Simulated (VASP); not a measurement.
Crystal: Pt.

```xyz
1
Lattice="0.0000 1.9609 1.9609 1.9609 0.0000 1.9609 1.9609 1.9609 0.0000" Properties=species:S:1:pos:R:3 pbc="T T T"
Pt    0.0000    0.0000    0.0000
```

| Quantity | Value |
| --- | --- |
| Program | VASP 6.6.1 |
| Task | relaxation of cell and atoms |
| Functional | LDA |
| Potentials or basis | VASP PAW LDA potentials, release 64 (Pt) |
| Cutoff | 600 eV |
| k mesh | 16 × 16 × 16 |
| Occupations | methfessel-paxton, width 0.1 eV |
| Spin | no spin polarisation |

At the start: pressure -5.6 GPa; volume 15.08 Å³/atom.

Q: How do energy, volume and symmetry change on relaxing?

A: Over 4 steps the energy falls by 5.1 meV/atom and the volume is 14.79 Å³/atom (-1.9 %); space group Fm-3m (No. 225, to 0.05 Å).

Step by step:
```csv
step,energy change (eV),largest force (eV/Å),pressure (GPa),volume (Å³)
1,0.0000,0.0000,-5.63,15.08
2,0.0466,0.0000,21.04,13.95
3,-0.0051,0.0000,-0.14,14.80
4,-0.0051,0.0000,-0.01,14.79
```

Final structure:
```
Pt
1.0
     0.00000    1.94839    1.94839
     1.94839    0.00000    1.94839
     1.94839    1.94839    0.00000
Pt
1
Direct
  0.00000 0.00000 0.00000
```
